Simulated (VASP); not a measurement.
A hop in Cu (fcc): Ta into a Cu vacancy, in a supercell of 31 atoms. Nudged elastic band with 3 images between relaxed ends, without a climbing image, so the barrier is a lower bound. Computed with PBE GGA, VASP's PBE PAW potentials (set 64) (plane waves; VASP). Numerical set-up: PREC = Normal, LREAL = Auto, ISYM = 0, 400 eV cut-off, 2×2×2 Monkhorst-Pack mesh, first-order Methfessel-Paxton smearing of 0.10 eV, potentials Cu Ta.

First end (POSCAR):

```
Cu30Ta
1.0
     7.263007    0.000000    0.000000
     0.000000    7.263007    0.000000
     0.000000    0.000000    7.263007
Cu Ta
30 1
Direct
     0.499862    0.000565    0.001467
     0.749957    0.250071    0.997885
     0.749914    0.997024    0.251231
     0.999554    0.999084    0.999743
     0.249494    0.250064    0.997467
     0.499541    0.502997    0.998941
     0.748919    0.748268    0.998776
     0.249511    0.996862    0.250799
     0.756385    0.504173    0.251627
     0.499473    0.997902    0.504005
     0.756287    0.250749    0.505206
     0.748948    0.997673    0.749037
     0.999702    0.499836    0.996804
     0.250336    0.748415    0.998500
     0.999947    0.248576    0.249592
     0.242749    0.504422    0.251720
     0.499590    0.740882    0.256500
     0.000009    0.995934    0.500855
     0.243084    0.251037    0.505496
     0.747425    0.745411    0.500425
     0.250573    0.997626    0.749341
     0.499820    0.255542    0.741911
     0.747548    0.499542    0.746377
     0.999657    0.751924    0.249530
     0.999457    0.500287    0.500958
     0.251824    0.745446    0.500697
     0.999514    0.248768    0.752449
     0.251727    0.499808    0.746277
     0.499880    0.745488    0.746688
     0.999480    0.748873    0.749727
     0.499362    0.260421    0.261298
```

Last end:

```
Cu30Ta
1.0
     7.263007    0.000000    0.000000
     0.000000    7.263007    0.000000
     0.000000    0.000000    7.263007
Cu Ta
30 1
Direct
     0.500005    0.003579    0.004969
     0.746932    0.249330    1.004719
     0.747028    1.003610    0.250507
     0.999295    1.000677    1.001216
     0.252393    0.249289    1.004305
     0.499502    0.493645    1.007073
     0.749327    0.751528    1.002136
     0.252268    1.003272    0.250032
     0.755117    0.497471    0.245382
     0.499476    1.006789    0.494359
     0.755330    0.244538    0.498263
     0.749105    1.000831    0.752325
     0.999666    0.499860    0.998280
     0.250149    0.751487    1.001781
     1.000091    0.248955    0.249968
     0.243957    0.497734    0.245419
     0.499680    0.750351    0.246719
    -0.000167    0.997643    0.501014
     0.244041    0.244369    0.498516
     0.750417    0.752107    0.499607
     0.250350    1.000883    0.752626
     0.499843    0.245346    0.751548
     0.750235    0.498905    0.753121
     0.999537    0.752760    0.250134
     0.999663    0.499572    0.500286
     0.248857    0.752132    0.499763
     0.999591    0.249313    0.753079
     0.248873    0.499033    0.753158
     0.499866    0.749030    0.749613
     0.999436    0.750277    0.750981
     0.499666    0.489355    0.490430
```

Q: Predict the energy profile and the barrier.

A: 
```csv
image,path length (Å),E − E(first end) (eV)
0,0.00,0.000
1,0.80,0.329
2,1.60,0.956
3,2.40,0.305
4,3.20,0.001
```
The highest image is number 2 (counting the first end as 0), 1.60 Å along the path. The barrier is 0.96 eV forward and 0.95 eV back; the ends differ by 0.00 eV.

The cell is a supercell with a defect, built from Cu (fcc): Ta into a Cu vacancy. The run is not spin-polarised, so no state with unpaired spins was tried.
